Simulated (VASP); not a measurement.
Given:

```xyz
4
Lattice="4.2395 0.0000 0.0000 -2.1197 3.6715 0.0000 0.0000 0.0000 6.9853" Properties=species:S:1:pos:R:3 pbc="T T T"
Cu     0.0000     2.4477     0.0074
Cu     2.1197     1.2238     3.5000
I      0.0000     2.4477     2.6121
I      2.1197     1.2238     6.1048
```

Method: r2SCAN meta-GGA, VASP's PBE PAW potentials (set 64) (plane waves; VASP). Numerical set-up: 400 eV cut-off, 7×7×4 Γ-centred mesh, tetrahedra with Blöchl corrections, potentials Cu I.

Unless said otherwise, spin-orbit coupling is left out, though it shifts the bands of the heavy elements here.

Task: What does the run give for the energy per atom (σ→0), band gap (over mesh and band path) with the smallest direct gap where there is one?

Result: 
```
Quantity                                                 Value
---------------------------------------------  ---------------
band gap (over mesh and band path)                     1.73 eV
smallest direct gap (over mesh and band path)          1.73 eV
energy per atom (σ→0)                          -17.893 eV/atom
```

Only differences to runs with the same potentials and settings are physical.

The structure was generated: CuI was put into the wurtzite type (P6_3mc), which need not be its known phase. It was relaxed first, which changed the volume by -11 %.
